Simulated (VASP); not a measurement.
Calculation: revPBE GGA, VASP's PBE PAW potentials (set 64) (plane waves; VASP).

The input files of a VASP run:

KPOINTS:
```
Automatic mesh
0
Gamma
10 10 10
0 0 0
```

### INCAR
```
SYSTEM = GaN
PREC = Accurate
ENCUT = 520
EDIFF = 1E-7
NELM = 100
ALGO = Normal
LREAL = .FALSE.
LASPH = .TRUE.
ISMEAR = 0
SIGMA = 0.05
GGA = RE
LMAXMIX = 4
LWAVE = .FALSE.
LCHARG = .FALSE.
ISIF = 2
```

### POSCAR
```
GaN
1.0
  0.0000000000   2.3313024818   2.3313024818
  2.3313024818   0.0000000000   2.3313024818
  2.3313024818   2.3313024818   0.0000000000
Ga N
1 1
Direct
  0.0000000000   0.0000000000   0.0000000000
  0.2500000000   0.2500000000   0.2500000000
```

POTCAR, in this order: Ga_d N (PBE.64 set). Program: vasp_std.

The resulting files:

### OSZICAR
```
       N       E                     dE             d eps       ncg     rms          rms(c)
DAV:   1     0.933267363386E+02    0.93327E+02   -0.98213E+03  1267   0.239E+03
DAV:   2    -0.513186486249E+01   -0.98459E+02   -0.92620E+02  1407   0.365E+02
DAV:   3    -0.131041679900E+02   -0.79723E+01   -0.79179E+01  1387   0.921E+01
DAV:   4    -0.132500622118E+02   -0.14589E+00   -0.14576E+00  1469   0.134E+01
DAV:   5    -0.132521286154E+02   -0.20664E-02   -0.20664E-02  1372   0.143E+00    0.739E+00
DAV:   6    -0.114225331800E+02    0.18296E+01   -0.60047E+00  1860   0.447E+01    0.274E+00
DAV:   7    -0.114278529220E+02   -0.53197E-02   -0.31579E-01  1227   0.833E+00    0.177E+00
DAV:   8    -0.114305115393E+02   -0.26586E-02   -0.88575E-02  1400   0.426E+00    0.938E-01
DAV:   9    -0.114239310315E+02    0.65805E-02   -0.20618E-02  1845   0.329E+00    0.271E-01
DAV:  10    -0.114245932828E+02   -0.66225E-03   -0.17872E-03  1237   0.560E-01    0.146E-01
DAV:  11    -0.114245080405E+02    0.85242E-04   -0.27519E-04  1738   0.357E-01    0.208E-02
DAV:  12    -0.114245167952E+02   -0.87547E-05   -0.38054E-05  1390   0.727E-02    0.181E-03
DAV:  13    -0.114245169607E+02   -0.16554E-06   -0.11425E-06  1302   0.161E-02    0.106E-03
DAV:  14    -0.114245169324E+02    0.28299E-07   -0.10709E-07  1065   0.578E-03
   1 F= -.11424517E+02 E0= -.11424517E+02  d E =-.776083E-16
```

### OUTCAR
```
------------------------ aborting loop because EDIFF is reached ----------------------------------------
  FORCE on cell =-STRESS in cart. coord.  units (eV):
  Direction    XX          YY          ZZ          XY          YZ          ZX
  --------------------------------------------------------------------------------------
  Total       -1.2998159     -1.2998159     -1.2998159      0.0000000      0.0000000      0.0000000
  in kB      -82.1800806    -82.1800806    -82.1800806      0.0000000      0.0000000      0.0000000
  external PRESSURE =     -82.1800806 kB  Pullay stress =       0.0000000 kB
  volume of cell :       25.34
      direct lattice vectors                 reciprocal lattice vectors
     0.000000000  2.331302482  2.331302482    -0.214472384  0.214472384  0.214472384
     2.331302482  0.000000000  2.331302482     0.214472384 -0.214472384  0.214472384
     2.331302482  2.331302482  0.000000000     0.214472384  0.214472384 -0.214472384
  FREE ENERGIE OF THE ION-ELECTRON SYSTEM (eV)
  ---------------------------------------------------
  free  energy   TOTEN  =       -11.4245169324 eV

  energy  without entropy=      -11.4245169324  energy(sigma->0) =      -11.42451693
```
(Selected blocks of OUTCAR.)

OUTCAR:
```
 val. band max:        4.3373612774   @ k =   0.0000   0.0000   0.0000

 cond. band min:       5.4483803228   @ k =   0.0000   0.0000   0.0000


 Fermi energy:         4.6005988727

 k-point     1 :       0.0000    0.0000    0.0000
  band No.  band energies     occupation
      1     -10.8132      2.00000
      2      -9.0708      2.00000
      3      -9.0708      2.00000
      4      -9.0708      2.00000
      5      -8.8417      2.00000
      6      -8.8417      2.00000
      7       4.3374      2.00000
      8       4.3374      2.00000
      9       4.3374      2.00000
     10       5.4484      0.00000
     11      14.0594      0.00000
     12      14.0594      0.00000
     13      14.0594      0.00000

 k-point     2 :       0.1000    0.0000    0.0000
  band No.  band energies     occupation
      1     -10.7297      2.00000
      2      -9.0608      2.00000
      3      -9.0608      2.00000
      4      -9.0223      2.00000
      5      -8.8425      2.00000
      6      -8.8425      2.00000
      7       3.1902      2.00000
      8       4.2445      2.00000
      9       4.2445      2.00000
     10       6.3941      0.00000
     11      13.5749      0.00000
     12      14.2039      0.00000
     13      14.2039      0.00000

 k-point     3 :       0.2000    0.0000    0.0000
  band No.  band energies     occupation
      1     -10.5349      2.00000
      2      -9.0378      2.00000
      3      -9.0378      2.00000
      4      -8.8412      2.00000
      5      -8.8412      2.00000
      6      -8.8319      2.00000
      7       1.5179      2.00000
      8       4.0155      2.00000
      9       4.0155      2.00000
     10       7.4460      0.00000
     11      12.8310      0.00000
     12      14.4500      0.00000
     13      14.4500      0.00000

 k-point     4 :       0.3000    0.0000    0.0000
  band No.  band energies     occupation
      1     -10.3591      2.00000
      2      -9.0174      2.00000
      3      -9.0174      2.00000
...
```

The compound is GaN in the zinc blende structure, a metastable form; wurtzite is the usual one. This cell is one point of a volume scan, at 1.06 of the reference volume.
